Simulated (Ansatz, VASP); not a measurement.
# Cross-check of Li8H7F between VASP and Ansatz, part 2 of 2

Aim: how closely do two programs agree when they are given the same cell, functional and k mesh? The structure shown is frame 133 of Ansatz's trajectory.

VASP 6.6.1 and Ansatz 0.2.0.

So far: Set-up; Ansatz: dynamics, PBE.

## 3. VASP: single point, PBE

Level of this step: PBE; plane waves and PAW (Li_sv, H, F) (VASP).

The same cell, functional, mesh and smearing now go to VASP, with its own data sets.

Lines of VASP's logs that name or quote its potential files are left out, and so is its time.

File INCAR:

```
SYSTEM = Li8H7F
PREC = Accurate
ENCUT = 650
EDIFF = 1E-06
NELM = 120
ISMEAR = 0
SIGMA = 0.025
LREAL = Auto
ALGO = Normal
GGA = PE
NBANDS = 120
LORBIT = 11
LWAVE = .FALSE.
LCHARG = .FALSE.
ISIF = 2
LASPH = .TRUE.
GGA_COMPAT = .FALSE.
EFERMI = MIDGAP
NCORE = 2
```

File POSCAR:

```
Li8H7F
1.0
    8.1520000000      0.0000000000      0.0000000000
    0.0000000000      8.1520000000      0.0000000000
    0.0000000000      0.0000000000      8.1520000000
Li H F
32 28 4
Direct
    0.9894749755      0.9954244357      0.9954735034
    0.9921614328      0.2568326791      0.2529808636
    0.2441732090      0.9888370952      0.2398920510
    0.2316732090      0.2519381747      0.0060475957
    0.9986997056      0.9992885182      0.5058635918
    0.0191854760      0.2522080471      0.7585377821
    0.2566118744      0.9992149166      0.7424558391
    0.2484052993      0.2461849853      0.4986138371
    0.0022693817      0.5092860648      0.9866045142
    0.9999877331      0.7459519136      0.2507728165
    0.2565260059      0.5072742885      0.2389965653
    0.2434862610      0.7379416094      0.9936702650
    0.0115799804      0.5086359176      0.5167443572
    0.0062929342      0.7496074583      0.7475343474
    0.2615309127      0.4914990186      0.7504170756
    0.2454612365      0.7556182532      0.5036678116
    0.5121687929      0.9961359176      0.9977183513
    0.5050049068      0.2541584887      0.2578876349
    0.7466756624      0.9935353288      0.2456084396
    0.7429955839      0.2391069676      0.9921614328
    0.5046859666      0.0028704612      0.4911555447
    0.4972890088      0.2593842002      0.7614818449
    0.7455348381      0.9951422964      0.7540603533
    0.7442590775      0.2423454367      0.5057409225
    0.5007605496      0.4915603533      0.9899779195
    0.4939524043      0.7349607458      0.2632482826
    0.7536800785      0.5135549558      0.2263248283
    0.7510304220      0.7483071639      0.0099730128
    0.5017787046      0.4925049068      0.5055937193
    0.5071025515      0.7431673209      0.7371319921
    0.7498527969      0.5032875368      0.7639597645
    0.7637512267      0.7646589794      0.4998650638
    0.2297350343      0.0071025515      0.9954857704
    0.9873159961      0.0014106968      0.2663640824
    0.0093473994      0.2408734053      0.9893400393
    0.2497791953      0.0157016683      0.5018645731
    0.2523797841      0.2574337586      0.7351079490
    0.9944921492      0.0041462218      0.7364327772
    0.2598503435      0.5005152110      0.9854268891
    0.2546491658      0.7396221786      0.2573601570
    0.9886408243      0.5090897939      0.2226447498
    0.9983194308      0.7438420020      0.9951790972
    0.2555446516      0.5117394504      0.5044651619
    0.2431427870      0.7532016683      0.7565505397
    0.0026864573      0.5060353288      0.7546736997
    0.9972276742      0.7452404318      0.4995706575
    0.7404685967      0.9820534838      0.9846663395
    0.7492762512      0.2329980373      0.2425539745
    0.4899656526      0.9959151129      0.2595804711
    0.7391805692      0.0051521099      0.5051521099
    0.7315014720      0.2630888126      0.7629293425
    0.5148920510      0.0089671246      0.7582433759
    0.5008464181      0.2599116781      0.5037782139
    0.7381869480      0.4916462218      0.9918302257
    0.7556795878      0.7536432777      0.2494725221
    0.4951668302      0.4930201178      0.2434494603
    0.4995093229      0.7646221786      0.0035819431
    0.7588199215      0.5060721295      0.4842369971
    0.5001104024      0.5204121688      0.7460377821
    0.4911555447      0.7650760550      0.4973380765
    0.2361997056      0.2495461237      0.2541462218
    0.0025760550      0.2543547596      0.5009568204
    0.4926521099      0.2550785083      0.0014720314
    0.7536432777      0.7513738960      0.7421000981
```

File KPOINTS:

```
Automatic mesh
0
Gamma
1 1 1
0 0 0
```

The projector-augmented-wave data sets are Li_sv, H and F (PBE family, release 64).

Run with:

```sh
$ mpirun -np 8 vasp_gam
```

Numbers of over 12 decimals in the logs are rounded to 6 here.

Output:

```text
[banner, memory and clock lines left out]
running    8 mpi-ranks, on    1 nodes
[...]
LDA part: xc-table for (Slater+PW92), standard interpolation
 POSCAR, INCAR and KPOINTS ok, starting setup
[...]
entering main loop
       N       E                     dE             d eps       ncg     rms          rms(c)
DAV:   1     0.165280608874E+04    0.16528E+04   -0.81304E+04   240   0.166E+03
DAV:   2     0.491021423429E+02   -0.16037E+04   -0.14475E+04   288   0.453E+02
DAV:   3    -0.169305094553E+03   -0.21841E+03   -0.21569E+03   352   0.132E+02
DAV:   4    -0.211275457680E+03   -0.41970E+02   -0.41497E+02   424   0.527E+01
[...]
DAV:  14    -0.206615700450E+03   -0.70770E-05   -0.78471E-05   368   0.245E-02    0.908E-03
DAV:  15    -0.206615700545E+03   -0.94402E-07   -0.12096E-05   272   0.135E-02    0.307E-03
DAV:  16    -0.206615700560E+03   -0.15232E-07   -0.32704E-06   192   0.604E-03
   1 F= -.20661570E+03 E0= -.20661570E+03  d E =0.000000E+00
```

From OUTCAR (step 3):

```text
  Total       -0.6818563     -1.2450241     -0.1186599      0.0042099      0.0386140      0.2471460
  in kB       -2.0165589     -3.6821022     -0.3509312      0.0124505      0.1141991      0.7309230
  external PRESSURE =      -2.0165308 kB  Pullay stress =       0.0000000 kB

 POSITION                                       TOTAL-FORCE (eV/Angst)
 -----------------------------------------------------------------------------------
      8.06620      8.11470      8.11510         0.247506      0.063370     -0.045565
      8.08810      2.09370      2.06230         0.102859     -0.088762      0.101314
      1.99050      8.06100      1.95560         0.084072      0.302857      0.110983
      1.88860      2.05380      0.04930         0.461444     -0.204943      0.147037
      8.14140      8.14620      4.12380         0.072673      0.280116     -0.134181
      0.15640      2.05600      6.18360        -0.312193     -0.089929     -0.370394
      2.09190      8.14560      6.05250         0.019971      0.025617      0.166645
      2.02500      2.00690      4.06470        -0.065601      0.090254     -0.168616
      0.01850      4.15170      8.04280        -0.032589     -0.174757      0.196808
      8.15190      6.08100      2.04430        -0.009148      0.032914      0.011838
      2.09120      4.13530      1.94830        -0.131704     -0.295515      0.208363
      1.98490      6.01570      8.10040         0.246212      0.331190     -0.060974
      0.09440      4.14640      4.21250        -0.297990     -0.288804     -0.182266
      0.05130      6.11080      6.09390        -0.142925      0.091900      0.064843
[...]
-----------------------------------------------------------------------------------
    total drift:                                0.035952      0.004570      0.010512

  FREE ENERGIE OF THE ION-ELECTRON SYSTEM (eV)
  ---------------------------------------------------
  free  energy   TOTEN  =      -206.6157005600 eV

  energy  without entropy=     -206.6157005600  energy(sigma->0) =     -206.61570056

[... 3 further parts left out ...]
[key lines of the parts left out:]
E-fermi :   1.9950
```

The run ends at a pressure of -0.20 GPa, with forces up to 0.57 eV/Å.

## 4. Side by side

Known differences besides the potentials themselves: the cutoff is 420 eV in Ansatz and 650 eV in VASP (PREC = Accurate, projectors in real space). Total energies have different zeros and are not compared.

Forces on 9 of the 64 atoms, those with the largest forces and the largest differences (eV/Å; atoms numbered as in POSCAR):

| atom | Ansatz x, y, z | VASP x, y, z |
| --- | --- | --- |
| Li4 | 0.454, -0.200, 0.143 | 0.461, -0.205, 0.147 |
| Li6 | -0.316, -0.086, -0.370 | -0.312, -0.090, -0.370 |
| Li13 | -0.293, -0.286, -0.186 | -0.298, -0.289, -0.182 |
| Li26 | 0.055, 0.297, -0.188 | 0.048, 0.303, -0.181 |
| Li27 | -0.005, -0.277, 0.500 | -0.003, -0.278, 0.498 |
| Li28 | -0.149, 0.072, -0.285 | -0.152, 0.076, -0.293 |
| Li32 | -0.239, -0.363, 0.004 | -0.239, -0.362, 0.001 |
| H47 | 0.283, 0.304, 0.395 | 0.281, 0.303, 0.394 |
| H52 | -0.414, -0.047, -0.126 | -0.413, -0.047, -0.125 |

The forces differ by 2.4 meV/Å r.m.s., which is 1.3 % of the r.m.s. force of 0.184 eV/Å (both taken over all components).

## 5. Results

| Property | Result |
| --- | --- |
| r.m.s. force difference (single point, PBE) | 2.4 meV/Å |

**Reading.** The r.m.s. force difference is 2.4 meV/Å (single point, PBE), within the 12 meV/Å picked in this series as the mark of a large difference. 2 further runs of this series are not shown here. How closely two codes agree says nothing of how well the functional describes the real material.

[Lines on the potential files, build, host, timing and source positions are cut from VASP's logs without a mark.]

[Logs are printed without paths, hosts, clocks, repeated set-up lines and the standing remarks that a program may print on its own settings, such as how far it seeks lower states.]

[Hosts, paths, dates, database ids (printed as entryN), source tags and the programs' standing remarks are cut or masked in the printed files.]
